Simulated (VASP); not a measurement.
All values below come from PBE GGA, VASP's PBE PAW potentials (set 64) (plane waves; VASP).

VASP input:

**INCAR**
```
ENCUT  =  400
SYSTEM  =  PbS
LMAXMIX  =  4   ! l cut-off of mixed one-centre charges
LCHARG  =  F
PREC  =  Accurate
LWAVE  =  F
ISMEAR  =  0
LASPH  =  T   ! aspherical one-centre terms
SIGMA  =  0.05
LREAL  =  F
NELM  =  100
GGA  =  PE
ALGO  =  Normal   ! blocked Davidson
ICHARG  =  11
EDIFF  =  1E-6
```

**POSCAR**
```
PbS
3.0019240
  0.0000000000   1.0000000053   1.0000000053
  1.0000000053   0.0000000000   1.0000000053
  1.0000000053   1.0000000053   0.0000000000
Pb S
1 1
Direct
  0.0000000000   0.0000000000   0.0000000000
  0.5000000000   0.5000000000   0.5000000000
```

**KPOINTS**
```
k-points along high-symmetry lines
15
Line-mode
Reciprocal
  0.000000   0.000000   0.000000 ! GAMMA
  0.500000   0.000000   0.500000 ! X

  0.500000   0.000000   0.500000 ! X
  0.625000   0.250000   0.625000 ! U

  0.375000   0.375000   0.750000 ! K
  0.000000   0.000000   0.000000 ! GAMMA

  0.000000   0.000000   0.000000 ! GAMMA
  0.500000   0.500000   0.500000 ! L

  0.500000   0.500000   0.500000 ! L
  0.500000   0.250000   0.750000 ! W

  0.500000   0.250000   0.750000 ! W
  0.500000   0.000000   0.500000 ! X
```

POTCAR, in this order: Pb_d S (PBE.64 set). Program: vasp_std. Read from the step before: CHGCAR.

What VASP printed:

File OUTCAR:
```
 ion  position               nearest neighbor table
   1  0.000  0.000  0.000-   2 3.00   2 3.00   2 3.00   2 3.00   2 3.00   2 3.00
   2  0.500  0.500  0.500-   1 3.00   1 3.00   1 3.00   1 3.00   1 3.00   1 3.00
  LATTYP: Found a face centered cubic cell.
 ALAT       =     6.0038480320
 Subroutine PRICEL returns:
 Original cell was already a primitive cell.
 Subroutine GETGRP returns: Found 48 space group operations
The static configuration has the point symmetry O_h .
The dynamic configuration has the point symmetry O_h .
 Subroutine INISYM returns: Found 48 space group operations
   k-points           NKPTS =     90   k-points in BZ     NKDIM =     90   number of bands    NBANDS=     14
   number of dos      NEDOS =    301   number of ions     NIONS =      2
   total plane-waves  NPLWV =  21952
   dimension x,y,z NGX =    28 NGY =   28 NGZ =   28
   dimension x,y,z NGXF=    56 NGYF=   56 NGZF=   56
   ions per type =               1   1
   PREC   = accura    normal or accurate (medium, high low for compatibility)
   ISTART =      0    job   : 0-new  1-cont  2-samecut
   ICHARG =     11    charge: 1-file 2-atom 10-const
   ISPIN  =      1    spin polarized calculation?
   LNONCOLLINEAR =      F non collinear calculations
   LSORBIT =      F    spin-orbit coupling
   INIWAV =      1    electr: 0-lowe 1-rand  2-diag
   ENCUT  =  400.0 eV  29.40 Ry    5.42 a.u.   6.92  6.92  6.92*2*pi/ulx,y,z
   NELM   =    100;   NELMIN=  2; NELMDL= -5     # of ELM steps
   EDIFF  = 0.1E-05   stopping-criterion for ELM
   LREAL  =      F    real-space projection
   NLSPLINE    = F    spline interpolate recip. space projectors
   LMAXMIX     =    4 max onsite mixed and CHGCAR
   VOSKOWN=      0    Vosko Wilk Nusair interpolation
   EDIFFG = 0.1E-04   stopping-criterion for IOM
   NSW    =      0    number of steps for IOM
   NBLOCK =      1;   KBLOCK =      1    inner block; outer block
   IBRION =     -1    ionic relax: 0-MD 1-quasi-New 2-CG
   NFREE  =      0    steps in history (QN), initial steepest desc. (CG)
   ISIF   =      2    stress and relaxation
   ISYM   =      2    0-nonsym 1-usesym 2-fastsym
   TEIN   =    0.0    initial temperature
   TEBEG  =    0.0;   TEEND  =   0.0 temperature during run
...
```

OSZICAR:
```
       N       E                     dE             d eps       ncg     rms          rms(c)
DAV:   1     0.144921003317E+03    0.14492E+03   -0.85777E+03  2544   0.123E+03
DAV:   2     0.189631541880E+01   -0.14302E+03   -0.14001E+03  2766   0.326E+02
DAV:   3    -0.911914804436E+01   -0.11015E+02   -0.10876E+02  3294   0.973E+01
DAV:   4    -0.939693107842E+01   -0.27778E+00   -0.27766E+00  2892   0.184E+01
DAV:   5    -0.940689972614E+01   -0.99686E-02   -0.99684E-02  3538   0.323E+00
DAV:   6    -0.940728572550E+01   -0.38600E-03   -0.38600E-03  3360   0.542E-01
DAV:   7    -0.940728872971E+01   -0.30042E-05   -0.30042E-05  3560   0.497E-02
DAV:   8    -0.940728880190E+01   -0.72185E-07   -0.72203E-07  2258   0.652E-03
   1 F= -.94072888E+01 E0= -.94072888E+01  d E =-.331510E-11
```

### OUTCAR
```
 val. band max:        5.3143038810   @ k =   0.5000   0.5000   0.5000

 cond. band min:       5.8055320338   @ k =   0.5000   0.5000   0.5000



 k-point     1 :       0.0000    0.0000    0.0000
  band No.  band energies     occupation
      1     -11.4182      2.00000
      2     -11.4182      2.00000
      3     -11.4182      2.00000
      4     -11.4010      2.00000
      5     -11.4010      2.00000
      6      -7.9253      2.00000
      7      -0.7507      2.00000
      8       3.3562      2.00000
      9       3.3562      2.00000
     10       3.3562      2.00000
     11      10.4559      0.00000
     12      10.4559      0.00000
     13      10.4559      0.00000
     14      12.1730      0.00000

 k-point     2 :       0.0357    0.0000    0.0357
  band No.  band energies     occupation
      1     -11.4185      2.00000
      2     -11.4176      2.00000
      3     -11.4176      2.00000
      4     -11.4018      2.00000
      5     -11.4008      2.00000
      6      -7.9114      2.00000
      7      -0.7972      2.00000
      8       3.3398      2.00000
      9       3.3398      2.00000
     10       3.4320      2.00000
     11      10.1754      0.00000
     12      10.4118      0.00000
     13      10.4118      0.00000
     14      12.0565      0.00000

 k-point     3 :       0.0714    0.0000    0.0714
  band No.  band energies     occupation
      1     -11.4193      2.00000
      2     -11.4157      2.00000
      3     -11.4157      2.00000
      4     -11.4041      2.00000
      5     -11.3999      2.00000
      6      -7.8699      2.00000
      7      -0.9240      2.00000
      8       3.2916      2.00000
      9       3.2916      2.00000
     10       3.6404      2.00000
     11       9.5247      0.00000
     12      10.3125      0.00000
     13      10.3125      0.00000
     14      11.7781      0.00000

 k-point     4 :       0.1071    0.0000    0.1071
  band No.  band energies     occupation
      1     -11.4206      2.00000
...
```

The density is held fixed in this step, so its total energy and stress have no physical meaning. Unless said otherwise, spin-orbit coupling is left out, though it shifts the bands of the heavy elements here.

The structure comes from a measured PbS entry (Fm-3m) of the Crystallography Open Database, whose conditions weren't checked. It was relaxed first.
